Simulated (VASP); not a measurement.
A convergence study with VASP on TiB2 (AlB2 type): one setting is varied, all else stays as given below, so the limit is that of these other settings.

```
TiB2
1.0
    1.51500    -2.62406     0.00000
    1.51500     2.62406     0.00000
    0.00000     0.00000     3.23000
Ti B
1 2
Direct
  0.00000   0.00000   0.00000
  0.33333   0.66667   0.50000
  0.66667   0.33333   0.50000
```

Computed with PBE GGA, VASP's PBE PAW potentials (set 64) (plane waves; VASP). The tightest run used: 700 eV cut-off, 21×21×18 Γ-centred mesh, first-order Methfessel-Paxton smearing of 0.10 eV, potentials Ti_sv B.

Problem. The settings run are 1×1×1 mesh; 2×2×2 mesh; 3×3×3 mesh; 4×4×3 mesh; 5×5×4 mesh; 6×6×5 mesh; 7×7×6 mesh; 8×8×7 mesh; 9×9×8 mesh; 10×10×8 mesh; 11×11×9 mesh; 12×12×10 mesh; 13×13×11 mesh; 14×14×12 mesh; 15×15×13 mesh; 16×16×14 mesh; 17×17×14 mesh; 18×18×15 mesh; 19×19×16 mesh; 20×20×17 mesh; 21×21×18 mesh. From which on does the energy per atom stay within 0.001 eV/atom of the tightest run?

Solution. From 11×11×9 mesh on: it is off by 0.0001 there and by no more than 0.001 in any finer run, while 10×10×8 mesh is off by 0.0029.
```json
[
 {"setting": "1×1×1 mesh", "E (eV/atom)": "-5.3337", "pressure (GPa)": "21.33", "irreducible k-points": "1", "difference judged (eV/atom)": "2.8106"},
 {"setting": "2×2×2 mesh", "E (eV/atom)": "-7.9038", "pressure (GPa)": "2.29", "irreducible k-points": "4", "difference judged (eV/atom)": "0.2405"},
 {"setting": "3×3×3 mesh", "E (eV/atom)": "-8.1652", "pressure (GPa)": "-0.83", "irreducible k-points": "6", "difference judged (eV/atom)": "0.0209"},
 {"setting": "4×4×3 mesh", "E (eV/atom)": "-8.1296", "pressure (GPa)": "0.53", "irreducible k-points": "8", "difference judged (eV/atom)": "0.0147"},
 {"setting": "5×5×4 mesh", "E (eV/atom)": "-8.1360", "pressure (GPa)": "0.36", "irreducible k-points": "15", "difference judged (eV/atom)": "0.0083"},
 {"setting": "6×6×5 mesh", "E (eV/atom)": "-8.1306", "pressure (GPa)": "0.40", "irreducible k-points": "21", "difference judged (eV/atom)": "0.0137"},
 {"setting": "7×7×6 mesh", "E (eV/atom)": "-8.1427", "pressure (GPa)": "0.18", "irreducible k-points": "32", "difference judged (eV/atom)": "0.0016"},
 {"setting": "8×8×7 mesh", "E (eV/atom)": "-8.1465", "pressure (GPa)": "0.11", "irreducible k-points": "40", "difference judged (eV/atom)": "0.0022"},
 {"setting": "9×9×8 mesh", "E (eV/atom)": "-8.1427", "pressure (GPa)": "0.20", "irreducible k-points": "60", "difference judged (eV/atom)": "0.0016"},
 {"setting": "10×10×8 mesh", "E (eV/atom)": "-8.1414", "pressure (GPa)": "0.25", "irreducible k-points": "70", "difference judged (eV/atom)": "0.0029"},
 {"setting": "11×11×9 mesh", "E (eV/atom)": "-8.1443", "pressure (GPa)": "0.16", "irreducible k-points": "80", "difference judged (eV/atom)": "0.0001"},
 {"setting": "12×12×10 mesh", "E (eV/atom)": "-8.1442", "pressure (GPa)": "0.18", "irreducible k-points": "114", "difference judged (eV/atom)": "0.0001"},
 {"setting": "13×13×11 mesh", "E (eV/atom)": "-8.1445", "pressure (GPa)": "0.16", "irreducible k-points": "126", "difference judged (eV/atom)": "0.0002"},
 {"setting": "14×14×12 mesh", "E (eV/atom)": "-8.1442", "pressure (GPa)": "0.16", "irreducible k-points": "168", "difference judged (eV/atom)": "0.0001"},
 {"setting": "15×15×13 mesh", "E (eV/atom)": "-8.1442", "pressure (GPa)": "0.16", "irreducible k-points": "189", "difference judged (eV/atom)": "0.0001"},
 {"setting": "16×16×14 mesh", "E (eV/atom)": "-8.1448", "pressure (GPa)": "0.14", "irreducible k-points": "240", "difference judged (eV/atom)": "0.0005"},
 {"setting": "17×17×14 mesh", "E (eV/atom)": "-8.1446", "pressure (GPa)": "0.15", "irreducible k-points": "264", "difference judged (eV/atom)": "0.0003"},
 {"setting": "18×18×15 mesh", "E (eV/atom)": "-8.1444", "pressure (GPa)": "0.16", "irreducible k-points": "296", "difference judged (eV/atom)": "0.0001"},
 {"setting": "19×19×16 mesh", "E (eV/atom)": "-8.1443", "pressure (GPa)": "0.16", "irreducible k-points": "360", "difference judged (eV/atom)": "0.0000"},
 {"setting": "20×20×17 mesh", "E (eV/atom)": "-8.1443", "pressure (GPa)": "0.16", "irreducible k-points": "396", "difference judged (eV/atom)": "0.0000"},
 {"setting": "21×21×18 mesh", "E (eV/atom)": "-8.1443", "pressure (GPa)": "0.16", "irreducible k-points": "480", "difference judged (eV/atom)": "0.0000"}
]
```

Left out are rungs that failed or repeat a setting and relaxations that didn't move; long series are thinned to 24 rows.

The compound is TiB2 in the AlB2 type structure. The cell was not relaxed at this level.
